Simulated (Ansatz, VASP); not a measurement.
# Mg2TeS: VASP beside Ansatz, part 2 of 2

Wanted: the spread between two codes on one cell, functional and k mesh. The cell is taken from a series of runs on this material, whose earlier steps may have relaxed, scaled, displaced or heated it; both programs get it as it stands.

VASP 6.6.1 and Ansatz 0.2.0.

So far: Starting point; Ansatz: relaxation of cell and atoms, PBEsol with D4.

## 3. VASP: relaxation of cell and atoms, PBEsol with D4

Level of this step: PBEsol with D4; plane waves and PAW (Mg, Te, S) (VASP).

The same cell, functional and mesh now go to VASP, with its own data sets.

Lines of VASP's logs that name or quote its potential files are left out, and so is its time.

INCAR

```
SYSTEM = Mg2TeS
PREC = Accurate
ENCUT = 600
EDIFF = 1E-07
NELM = 120
ISMEAR = 0
SIGMA = 0.01
LREAL = .FALSE.
ALGO = Normal
GGA = PS
IVDW = 13
NBANDS = 14
LORBIT = 11
LWAVE = .FALSE.
LCHARG = .FALSE.
ISIF = 3
IBRION = 2
NSW = 80
EDIFFG = -0.005
LASPH = .TRUE.
GGA_COMPAT = .FALSE.
NELMIN = 4
EFERMI = MIDGAP
KPAR = 2
```

POSCAR

```
Mg2TeS
1.0
    2.1144560000      1.2207820000      6.9806790000
   -2.1144560000      1.2207820000      6.9806790000
    0.0000000000     -2.4415630000      6.9806790000
Mg Te S
2 1 1
Direct
    0.0095924275      0.0095924275      0.0095924315
    0.4893700456      0.4893700456      0.4893702460
    0.8777452017      0.8777452017      0.8777455612
    0.3732951543      0.3732951543      0.3732953072
```

KPOINTS

```
Automatic mesh
0
Gamma
9 9 9
0 0 0
```

PAW data sets: Mg, Te and S (PBE family, release 64).

On the command line:

```bash
$ mpirun -np 2 vasp_std
```

Numbers of over 12 decimals in the logs are rounded to 6 here.

Output:

```text
[banner, memory and clock lines left out]
running    2 mpi-ranks, on    1 nodes
 distrk:  each k-point on    1 cores,    2 groups
 distr:  one band on    1 cores,    1 groups

 POSCAR found type information on POSCAR MgTeS
 POSCAR found :  3 types and       4 ions
|                                                                             |
|               ----> ADVICE to this user running VASP <----                  |
|                                                                             |
|     You enforced a specific xc type in the INCAR file but a different       |
|     [... a line on the potential file left out ...]
|     I HOPE YOU KNOW WHAT YOU ARE DOING!                                     |
|                                                                             |

 LDA part: xc-table for (Slater+PW92), standard interpolation
 POSCAR, INCAR and KPOINTS ok, starting setup
 FFT: planning ... GRIDC
 FFT: planning ... GRID_SOFT
 FFT: planning ... GRID
 WAVECAR not read
 entering main loop
       N       E                     dE             d eps       ncg     rms          rms(c)
DAV:   1     0.647432949951E+02    0.64743E+02   -0.62191E+03  2380   0.100E+03
DAV:   2    -0.100754690519E+02   -0.74819E+02   -0.69064E+02  3402   0.144E+02
DAV:   3    -0.162111110786E+02   -0.61356E+01   -0.61087E+01  3160   0.454E+01
DAV:   4    -0.163073216745E+02   -0.96211E-01   -0.96192E-01  3004   0.696E+00
DAV:   5    -0.163090090252E+02   -0.16874E-02   -0.16873E-02  3252   0.898E-01    0.478E+00
DAV:   6    -0.156445999201E+02    0.66441E+00   -0.10392E+00  2554   0.492E+00    0.341E+00
DAV:   7    -0.155623358712E+02    0.82264E-01   -0.30240E-01  2974   0.268E+00    0.209E+00
DAV:   8    -0.155594098918E+02    0.29260E-02   -0.28753E-02  3554   0.129E+00    0.495E-01
DAV:   9    -0.155590370521E+02    0.37284E-03   -0.62103E-03  2860   0.527E-01    0.239E-01
DAV:  10    -0.155590856647E+02   -0.48613E-04   -0.72257E-04  3160   0.144E-01    0.159E-01
DAV:  11    -0.155591306966E+02   -0.45032E-04   -0.32919E-04  2758   0.911E-02    0.653E-02
DAV:  12    -0.155591450038E+02   -0.14307E-04   -0.57651E-05  3262   0.385E-02    0.399E-02
DAV:  13    -0.155591386430E+02    0.63608E-05   -0.23478E-05  3666   0.353E-02    0.844E-03
DAV:  14    -0.155591392587E+02   -0.61565E-06   -0.83938E-06  3016   0.151E-02    0.288E-03
DAV:  15    -0.155591392946E+02   -0.35930E-07   -0.20030E-07  2850   0.306E-03
   1 F= -.16156686E+02 E0= -.16156686E+02  d E =-.161567E+02
 curvature:   0.00 expect dE= 0.000E+00 dE for cont linesearch  0.000E+00
 trial: gam= 0.00000 g(F)=  0.172E-04 g(S)=  0.280E-05 ort = 0.000E+00 (trialstep = 0.100E+01)
 search vector abs. value=  0.200E-04
 bond charge predicted
       N       E                     dE             d eps       ncg     rms          rms(c)
DAV:   1    -0.155593398503E+02   -0.20059E-03   -0.16288E-04  2536   0.750E-02    0.132E-02
DAV:   2    -0.155593353025E+02    0.45478E-05   -0.10498E-05  3058   0.191E-02    0.562E-03
DAV:   3    -0.155593342353E+02    0.10672E-05   -0.32672E-06  2986   0.884E-03    0.353E-03
DAV:   4    -0.155593340421E+02    0.19323E-06   -0.95579E-08  2348   0.236E-03    0.236E-03
DAV:   5    -0.155593337399E+02    0.30215E-06   -0.15600E-07  3028   0.265E-03    0.526E-04
DAV:   6    -0.155593337553E+02   -0.15373E-07   -0.37978E-08  1424   0.121E-03
   2 F= -.16156700E+02 E0= -.16156700E+02  d E =-.138431E-04
 trial-energy change:   -0.000014  1 .order   -0.000014   -0.000020   -0.000009
 step:   1.8049(harm=  1.8049)  dis= 0.00086  next Energy=   -16.156704 (dE=-0.181E-04)
 bond charge predicted
       N       E                     dE             d eps       ncg     rms          rms(c)
DAV:   1    -0.155594862859E+02   -0.15255E-03   -0.10552E-04  2458   0.603E-02    0.101E-02
DAV:   2    -0.155594834411E+02    0.28449E-05   -0.66249E-06  3112   0.151E-02    0.428E-03
DAV:   3    -0.155594827146E+02    0.72645E-06   -0.20059E-06  2962   0.692E-03    0.286E-03
DAV:   4    -0.155594825716E+02    0.14299E-06   -0.56976E-08  2132   0.184E-03    0.195E-03
DAV:   5    -0.155594823399E+02    0.23177E-06   -0.83116E-08  2546   0.212E-03    0.317E-04
DAV:   6    -0.155594823447E+02   -0.48433E-08   -0.36683E-08  1346   0.107E-03
   3 F= -.16156702E+02 E0= -.16156702E+02  d E =-.160646E-04
 curvature:  -0.90 expect dE=-0.795E-05 dE for cont linesearch -0.158E-08
 trial: gam= 0.43098 g(F)=  0.154E-05 g(S)=  0.727E-05 ort = 0.187E-06 (trialstep = 0.116E+01)
 search vector abs. value=  0.127E-04
 reached required accuracy - stopping structural energy minimisation
```

OUTCAR, selected parts (step 3):

```text
ion  position               nearest neighbor table
   1  0.010  0.010  0.010-   4 2.52   4 2.52   4 2.52   3 2.76
   2  0.489  0.489  0.489-   4 2.43   3 2.70   3 2.70   3 2.70
   3  0.878  0.878  0.878-   2 2.70   2 2.70   2 2.70   1 2.76
   4  0.373  0.373  0.373-   2 2.43   1 2.52   1 2.52   1 2.52

  LATTYP: Found a trigonal (rhomboedric) cell.
 ALAT       =     7.3953439520
 COS(alpha) =     0.8365027150

 Subroutine GETGRP returns: Found  6 space group operations
 (whereof  6 operations were pure point group operations)

The static configuration has the point symmetry C_3v.

 Found     85 irreducible k-points:

   k-points           NKPTS =     85   k-points in BZ     NKDIM =     85   number of bands    NBANDS=     14

   dimension x,y,z NGX =    60 NGY =   60 NGZ =   60
   dimension x,y,z NGXF=   120 NGYF=  120 NGZF=  120

   ENCUT  =  600.0 eV  44.10 Ry    6.64 a.u.  14.77 14.77 14.77*2*pi/ulx,y,z

   NELECT =      16.0000    total number of electrons

 k-points in reciprocal lattice and weights: Automatic mesh
   0.00000000  0.00000000  0.00000000       0.001
   0.11111111  0.00000000  0.00000000       0.008
   0.22222222  0.00000000  0.00000000       0.008
   0.33333333  0.00000000  0.00000000       0.008
   0.44444444  0.00000000  0.00000000       0.008
   0.11111111  0.11111111  0.00000000       0.008
   0.22222222  0.11111111  0.00000000       0.016
   0.33333333  0.11111111 -0.00000000       0.016
   0.44444444  0.11111111  0.00000000       0.016
[...]
0.44444444  0.44444444  0.44444444       0.003
  -0.44444444  0.44444444  0.44444444       0.008

 average (electrostatic) potential at core
       1 -38.6360       2 -37.9364       3 -90.0555       4 -88.2216

 E-fermi :   3.3731

 k-point     1 :       0.0000    0.0000    0.0000
  band No.  band energies     occupation
    ...
      4       0.5895      2.00000
      5       0.5895      2.00000
      6       1.6104      2.00000
      7       2.6709      2.00000
      8       2.6709      2.00000
      9       4.0752      0.00000
     10       6.4335      0.00000
     11       8.1310      0.00000
     12       8.1310      0.00000
     13       8.3193      0.00000
    ...

 k-point     2 :       0.1111    0.0000    0.0000
  band No.  band energies     occupation
    ...
      4       0.2416      2.00000
      5       0.5324      2.00000
      6       1.5473      2.00000
      7       2.0228      2.00000
      8       2.5384      2.00000
      9       4.5525      0.00000
     10       6.9656      0.00000
     11       7.6529      0.00000
     12       8.1395      0.00000
     13       8.3685      0.00000
    ...

 k-point     3 :       0.2222    0.0000    0.0000
  band No.  band energies     occupation
    ...
      4      -0.4328      2.00000
      5       0.3962      2.00000
      6       0.8700      2.00000
      7       1.3822      2.00000
      8       2.2419      2.00000
      9       5.3856      0.00000
     10       6.7835      0.00000
     11       7.5009      0.00000
     12       8.2156      0.00000
     13       8.8455      0.00000
    ...

  DFT-D4 for vdW energy calculation

  Edisp (eV):   -0.59722

  Total      -0.01616    -0.01616    -0.00900     0.00000    -0.00000     0.00000
  in kB      -0.23928    -0.23928    -0.13336     0.00000    -0.00000     0.00000
  external pressure =       -0.20 kB  Pullay stress =        0.00 kB

  energy-cutoff  :      600.00
  volume of cell :      108.18
      direct lattice vectors                 reciprocal lattice vectors
     2.114790915  1.220975363  6.982386278     0.236429992  0.136502928  0.047739165
    -2.114790915  1.220975363  6.982386278    -0.236429992  0.136502928  0.047739165
     0.000000000 -2.441949726  6.982386278     0.000000000 -0.273005856  0.047739184

 POSITION                                       TOTAL-FORCE (eV/Angst)
 -----------------------------------------------------------------------------------
      0.00000     -0.00000      0.20179         0.000000      0.000000      0.004122
      0.00000      0.00000     10.24969        -0.000000     -0.000000     -0.002167
      0.00000      0.00000     18.38690         0.000000      0.000000      0.001054
      0.00000      0.00000      7.81921        -0.000000     -0.000000     -0.003009
 -----------------------------------------------------------------------------------
    total drift:                               -0.000000      0.000501     -0.000223

  FREE ENERGIE OF THE ION-ELECTRON SYSTEM (eV)
  ---------------------------------------------------
  free  energy   TOTEN  =       -16.1567022040 eV

  energy  without entropy=      -16.1567022040  energy(sigma->0) =      -16.15670220

 reached required accuracy - stopping structural energy minimisation

 total charge
# of ion       s       p       d       tot
------------------------------------------
    1        0.158   0.126   0.030   0.313
    2        0.180   0.155   0.033   0.368
    3        1.339   2.194   0.012   3.546
    4        1.307   2.448   0.000   3.755
--------------------------------------------------
tot          2.985   4.923   0.075   7.983

[... 3 further parts left out ...]
```

The run keeps the 6 symmetry operations of its start, so it cannot find a distortion of lower symmetry.

## 4. Comparison

Known differences besides the potentials themselves: fixed occupations in Ansatz, narrow Gaussian smearing in VASP; the data sets hold 42 valence electrons in Ansatz (on its default PAW (the set named soft_2) files) and 16 in VASP; the cutoff is 420 eV in Ansatz and 600 eV in VASP; Ansatz makes its cores anew for this functional, VASP keeps those of its PBE data sets; Ansatz adds a Pulay correction to the stress that steers its cell, VASP none. Total energies have different zeros and are not compared.

Compared:

```tsv
quantity	Ansatz	VASP	difference
volume (Å³)	108.11	108.18	-0.06 %
edge a after relaxation, in the typed setting (Å)	7.395	7.397	-0.02 %
```

## 5. What came out

| Item | Value |
| --- | --- |
| difference in volume (relaxation of cell and atoms, PBEsol with D4) | -0.056 % |

The difference in volume is -0.056 % (relaxation of cell and atoms, PBEsol with D4), within the 1.2 % picked in this series as the mark of a large difference, as far as the stopping tolerances let one tell. The data sets hold unlike numbers of valence electrons (42 in Ansatz and 16 in VASP), so part of the differences comes from the potentials. 1 further run of this series is not shown here. How closely two codes agree says nothing of how well the functional describes the real material.

[Lines on the potential files, build, host, timing and source positions are cut from VASP's logs without a mark.]

[Logs are printed without paths, hosts, clocks, repeated set-up lines and the standing remarks that a program may print on its own settings, such as how far it seeks lower states.]

[Hosts, paths, dates, database ids (printed as entryN), source tags and the programs' standing remarks are cut or masked in the printed files.]
